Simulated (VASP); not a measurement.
Here is a VASP 6.6.1 calculation.

POSCAR

```
GaN
1.0
    3.1800000000      0.0000000000      0.0000000000
   -1.5900000000      2.7539607800      0.0000000000
    0.0000000000      0.0000000000      5.1660000000
Ga N
2 2
Direct
    0.3333333300      0.6666666700      0.0000000000
    0.6666666700      0.3333333300      0.5000000000
    0.3333333300      0.6666666700      0.3750000000
    0.6666666700      0.3333333300      0.8750000000
```

Contents of INCAR.step1:

```
PREC = Accurate
ENCUT = 600
EDIFF = 1E-8
ISMEAR = 0
SIGMA = 0.02
LREAL = False
LASPH = True
NELM = 80
ALGO = Normal
ISIF = 3
LWAVE = False
LCHARG = False
GGA = CA
IBRION = 2
NSW = 40
EDIFFG = -0.002
```

INCAR.step2

```
PREC = Accurate
ENCUT = 600
EDIFF = 1E-8
ISMEAR = 0
SIGMA = 0.02
LREAL = False
LASPH = True
NELM = 80
ALGO = Normal
ISIF = 2
LWAVE = False
LCHARG = False
GGA = CA
IBRION = 6
NFREE = 2
POTIM = 0.015
NSW = 1
```

File KPOINTS:

```
regular mesh
0
Gamma
  12 12 6
```

Potentials or basis: VASP PAW LDA potentials, release 64 (Ga_d, N).

Launch:

```sh
$ cat potpaw_LDA.64/Ga_d/POTCAR potpaw_LDA.64/N/POTCAR > POTCAR
$ cp INCAR.step1 INCAR
$ mpirun -np 1 vasp_std > vasp.out
$ cp CONTCAR POSCAR
$ cp INCAR.step2 INCAR
$ mpirun -np 1 vasp_std > vasp.out
```

(1) Estimate the highest phonon frequency at Γ, LO-TO splitting left out.

(2) Predict the space group after relaxing (to 0.05 Å).

(3) Predict the relaxed cell.

Results:

(1) 698 cm⁻¹.

(2) P6_3mc (No. 186).

(3) a = 3.157 Å, b = 3.157 Å, c = 5.147 Å, α = 90.00°, β = 90.00°, γ = 120.00°.
